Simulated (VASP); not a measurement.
Computed with PBE GGA with spin-orbit coupling, VASP's PBE PAW potentials (set 64) (plane waves; VASP).

VASP ran on this input.

POSCAR:
```
CdSe
1
    4.3631460000     0.0000000000     0.0000000000
   -2.1815730000     3.7785950000     0.0000000000
    0.0000000000     0.0000000000    14.2838210000
Cd Se
4 4
Direct
  0.0000000000   0.0000000000   0.0000000000
  0.0000000000   0.0000000000   0.5000000000
  0.6666670000   0.3333330000   0.7501800000
  0.3333330000   0.6666670000   0.2501800000
  0.0000000000   0.0000000000   0.8121600000
  0.0000000000   0.0000000000   0.3121600000
  0.6666670000   0.3333330000   0.5632900000
  0.3333330000   0.6666670000   0.0632900000
```

### INCAR
```
LNONCOLLINEAR = .True.
GGA = PE
GGA_COMPAT = .False.
NELM = 100   ! most electronic steps
ISMEAR = 0   ! Gaussian
ENCUT = 300
SIGMA = 0.136   ! width (eV)
LMAXMIX = 4
ISIF = 2   ! forces and stress, cell fixed
LASPH = .True.   ! aspherical one-centre terms
ALGO = Normal
LORBIT = 11
MAGMOM = 24*0.0
LWAVE = .False.
SYSTEM = CdSe
PREC = Accurate
LREAL = .False.
LCHARG = .False.
LSORBIT = .True.
EDIFF = 1E-6   ! SCF stop (eV)
```

**KPOINTS**
```
Automatic mesh
0
G
  4 4 1
0 0 0
```

POTCAR, in this order: Cd Se (PBE.64 set). Program: vasp_ncl.

The resulting files:

### OSZICAR
```
       N       E                     dE             d eps       ncg     rms          rms(c)
DAV:   1     0.373939813245E+03    0.37394E+03   -0.25394E+04   696   0.975E+02
DAV:   2    -0.527791996696E+00   -0.37447E+03   -0.36486E+03   792   0.288E+02
DAV:   3    -0.232829252955E+02   -0.22755E+02   -0.22555E+02   770   0.688E+01
DAV:   4    -0.236165492058E+02   -0.33362E+00   -0.33234E+00   760   0.763E+00
DAV:   5    -0.236219572369E+02   -0.54080E-02   -0.54011E-02   770   0.843E-01    0.126E+01
DAV:   6    -0.221097820746E+02    0.15122E+01   -0.32736E+00   756   0.122E+01    0.978E+00
DAV:   7    -0.220460907903E+02    0.63691E-01   -0.14267E+00   742   0.456E+00    0.353E+00
DAV:   8    -0.220354745633E+02    0.10616E-01   -0.10065E-01   738   0.235E+00    0.137E+00
DAV:   9    -0.220327831985E+02    0.26914E-02   -0.22758E-02   734   0.477E-01    0.321E-01
DAV:  10    -0.220334577242E+02   -0.67453E-03   -0.46622E-03   734   0.517E-01    0.107E-01
DAV:  11    -0.220338211864E+02   -0.36346E-03   -0.15368E-03   738   0.309E-01    0.104E-01
DAV:  12    -0.220338209120E+02    0.27439E-06   -0.19886E-04   752   0.887E-02    0.226E-02
DAV:  13    -0.220338102703E+02    0.10642E-04   -0.90995E-05   752   0.525E-02    0.820E-03
DAV:  14    -0.220338120650E+02   -0.17946E-05   -0.73129E-06   716   0.146E-02    0.339E-03
DAV:  15    -0.220338131547E+02   -0.10897E-05   -0.22403E-06   528   0.672E-03    0.175E-03
DAV:  16    -0.220338136240E+02   -0.46936E-06   -0.59458E-07   474   0.390E-03
   1 F= -.22033814E+02 E0= -.22033116E+02  d E =-.139614E-02  mag=     0.0000     0.0000     0.0000
```

**OUTCAR**
```
------------------------ aborting loop because EDIFF is reached ----------------------------------------
  FORCE on cell =-STRESS in cart. coord.  units (eV):
  Direction    XX          YY          ZZ          XY          YZ          ZX
  --------------------------------------------------------------------------------------
  Total        1.3062620      1.3062618      0.8182953      0.0000000      0.0000000      0.0000000
  in kB        8.8872295      8.8872282      5.5673193      0.0000000      0.0000000      0.0000000
  external PRESSURE =       7.7805923 kB  Pullay stress =       0.0000000 kB
  volume of cell :      235.49
      direct lattice vectors                 reciprocal lattice vectors
     4.363146000  0.000000000  0.000000000     0.229192422  0.132324316  0.000000000
    -2.181573000  3.778595000  0.000000000     0.000000000  0.264648633  0.000000000
     0.000000000  0.000000000 14.283821000     0.000000000  0.000000000  0.070009278
  FREE ENERGIE OF THE ION-ELECTRON SYSTEM (eV)
  ---------------------------------------------------
  free  energy   TOTEN  =       -22.0338136240 eV

  energy  without entropy=      -22.0324174791  energy(sigma->0) =      -22.03311555

 total charge

# of ion       s       p       d       tot
------------------------------------------
    1        0.434   0.290   9.528  10.252
    2        0.434   0.290   9.528  10.252
    3        0.436   0.294   9.528  10.258
    4        0.436   0.294   9.528  10.258
    5        1.442   2.379   0.019   3.841
    6        1.442   2.379   0.019   3.841
    7        1.442   2.379   0.019   3.840
    8        1.442   2.379   0.019   3.840
--------------------------------------------------
tot          7.507  10.685  38.190  56.382

 magnetization (x)

# of ion       s       p       d       tot
------------------------------------------
    1        0.000   0.000   0.000   0.000
    2        0.000  -0.000  -0.000  -0.000
    3        0.000  -0.000   0.000   0.000
    4       -0.000   0.000   0.000  -0.000
    5       -0.000   0.000   0.000  -0.000
    6        0.000   0.000   0.000   0.000
    7        0.000  -0.000   0.000  -0.000
    8       -0.000   0.000   0.000   0.000
--------------------------------------------------
tot         -0.000   0.000   0.000  -0.000

 magnetization (y)

# of ion       s       p       d       tot
------------------------------------------
    1       -0.000   0.000   0.000   0.000
    2       -0.000   0.000   0.000  -0.000
    3        0.000  -0.000   0.000  -0.000
    4        0.000   0.000   0.000   0.000
    5        0.000   0.000   0.000   0.000
    6        0.000   0.000   0.000   0.000
    7        0.000   0.000   0.000   0.000
    8        0.000   0.000  -0.000  -0.000
--------------------------------------------------
tot         -0.000   0.000  -0.000  -0.000

 magnetization (z)

# of ion       s       p       d       tot
------------------------------------------
    1       -0.000  -0.000  -0.000  -0.000
    2       -0.000  -0.000   0.000  -0.000
    3        0.000  -0.000  -0.000  -0.000
    4        0.000   0.000   0.000   0.000
    5        0.000   0.000   0.000   0.000
    6        0.000   0.000   0.000   0.000
    7       -0.000  -0.000   0.000  -0.000
    8       -0.000  -0.000   0.000  -0.000
--------------------------------------------------
tot         -0.000  -0.000   0.000  -0.000

 Ion:    1  E_soc:     -0.0558108

 Ion:    2  E_soc:     -0.0558108

 Ion:    3  E_soc:     -0.0559784

 Ion:    4  E_soc:     -0.0559784

 Ion:    5  E_soc:     -0.0393895

 Ion:    6  E_soc:     -0.0393895

 Ion:    7  E_soc:     -0.0393278

 Ion:    8  E_soc:     -0.0393278
```
(Selected blocks of OUTCAR.)

At this cut-off the stress carries a Pulay error, which pulls relaxed volumes low.

The structure was generated: CdSe was put into an ordered model structure, which need not be its known phase. The cell was not relaxed at this level. The k-mesh is coarse (spacing up to 0.44 per Å, 2π included), so the numbers may not be converged in it. The run is one of a series of settings (GGA_COMPAT = .FALSE., LNONCOLLINEAR = .TRUE., LSORBIT = .TRUE., MAGMOM = 0.0 0.0 0.0 0.0 0.0 0.0 0.0 0.0 0.0 0.0 0.0 0.0 0.0 0.0 0.0 0.0 0.0 0.0 0.0 0.0 0.0 0.0 0.0 0.0, program vasp_ncl against the base run), some of them coarse on purpose.
